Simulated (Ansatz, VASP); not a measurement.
# One calculation of Li4MoAs2, two programs

```
Li Mo As
1.0
    -2.26722    2.26722    6.56653
     2.26722   -2.26722    6.56653
     2.26722    2.26722   -6.56653
Li Mo As
4 1 2
Direct
  0.50000 0.00000 0.50000
  0.00000 0.50000 0.50000
  0.20095 0.20095 0.00000
  0.79905 0.79905 0.00000
  0.00000 0.00000 0.00000
  0.40112 0.40112 0.00000
  0.59888 0.59888 0.00000
```

Alike in both runs: functional PBE; k mesh 6 × 6 × 6; occupations gaussian, width 0.1 eV; no spin polarisation.

Ansatz relaxed the structure, and its values are those at the end. VASP's run is a single point on that final structure, the one shown.

|  | VASP | Ansatz |
| --- | --- | --- |
| version | VASP 6.6.1 | Ansatz 0.2.0 |
| potentials or method | VASP PAW PBE potentials, release 64 (Li_sv, Mo_sv, As) | scalar-relativistic, plane waves, PAW |
| plane-wave cutoff (eV) | 520 | 420 |
| valence electrons in the cell | 36 | 56 |

Ansatz gave:

```
gap on the k mesh at the Fermi level (eV) : none
rms of the force components (eV/Å)        : 0.002
```

Question: What did VASP give for the same quantities?

Answer: gap on the k mesh at the Fermi level (eV): none; rms of the force components (eV/Å): 0.007.

A gap of «none» marks a metal or a gap that the smearing closes. The two sets of potentials don't hold the same shells in valence.
